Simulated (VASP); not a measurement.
Data:

```xyz
2
Lattice="0.0000 2.3229 2.3229 2.3229 0.0000 2.3229 2.3229 2.3229 0.0000" Properties=species:S:1:pos:R:3 pbc="T T T"
Ga     0.0000     0.0000     0.0000
N      1.1614     1.1614     1.1614
```

All values below come from vdW-DF2, VASP's PBE PAW potentials (set 64) (plane waves; VASP). Numerical set-up: 520 eV cut-off, 11×11×11 Γ-centred mesh, tetrahedra with Blöchl corrections, potentials Ga_d N.

Tabulate the total density of states (states/eV per cell) against energy (eV; zero at the valence-band maximum or, without a gap, the Fermi level).

(E (eV), DOS (states/eV)): (-9.96, 0.00); (-9.72, 0.00); (-9.48, 0.00); (-9.24, 0.00); (-9.00, 0.00); (-8.76, 0.00); (-8.52, 0.00); (-8.28, 0.00); (-8.04, 0.00); (-7.80, 0.00); (-7.44, 0.00); (-7.20, 0.00); (-6.96, 0.00); (-6.72, 0.00); (-6.48, 0.00); (-6.24, 0.17); (-6.00, 0.44); (-5.76, 0.75); (-5.52, 3.09); (-5.28, 0.97); (-5.04, 0.65); (-4.80, 0.45); (-4.56, 0.37); (-4.32, 0.31); (-4.08, 0.25); (-3.84, 0.20); (-3.60, 0.43); (-3.36, 1.12); (-3.12, 0.99); (-2.88, 0.91); (-2.52, 1.21); (-2.28, 1.53); (-2.04, 1.58); (-1.80, 1.51); (-1.56, 1.57); (-1.32, 1.57); (-1.08, 1.64); (-0.84, 1.41); (-0.60, 0.85); (-0.36, 0.59); (-0.12, 0.24); (0.12, 0.00); (0.36, 0.00); (0.60, 0.00); (0.84, 0.00); (1.08, 0.00); (1.32, 0.00); (1.56, 0.01); (1.80, 0.01); (2.04, 0.02); (2.40, 0.04); (2.64, 0.06); (2.88, 0.07); (3.12, 0.10); (3.36, 0.13); (3.60, 0.18); (3.84, 0.30); (4.08, 0.54); (4.32, 0.77); (4.56, 0.88)
Within 2 eV below the valence-band maximum the largest weight inside VASP's projection spheres is N p, then Ga p.

The compound is GaN in the zinc blende structure, a metastable form; wurtzite is the usual one. It was relaxed first, which changed the volume by +9 %.
